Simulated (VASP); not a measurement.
Given:

```xyz
12
Lattice="4.5320 0.0000 0.0000 0.0000 3.2046 0.0000 0.0000 0.0000 24.5871" Properties=species:S:1:pos:R:3 pbc="T T T"
P      1.1206     0.0000    16.4382
P      1.1844     0.0000    13.1050
P      3.4731     1.6023    14.7058
P      1.2071     0.0000     9.8813
P      3.4504     1.6023    11.4822
P      3.3866     1.6023     8.1490
B      2.0602     1.6023    15.9636
B      0.0452     0.0000    14.7123
B      2.3133     1.6023    13.0856
B      0.0473     0.0000    11.5016
B      2.3112     1.6023     9.8748
B      4.3262     0.0000     8.6236
```

Method: r2SCAN meta-GGA, VASP's PBE PAW potentials (set 64) (plane waves; VASP 6.6.1). Numerical set-up: PREC = Normal, 450 eV cut-off, 5×6×1 Γ-centred mesh, Gaussian smearing of 0.050 eV, potentials P B.

Problem. Predict the energy per atom (σ→0).

Solution. 
```yaml
energy per atom (σ→0): -8.337 eV/atom
```

The cell is a thin slab with vacuum, built from BP (zinc blende): (110) face.
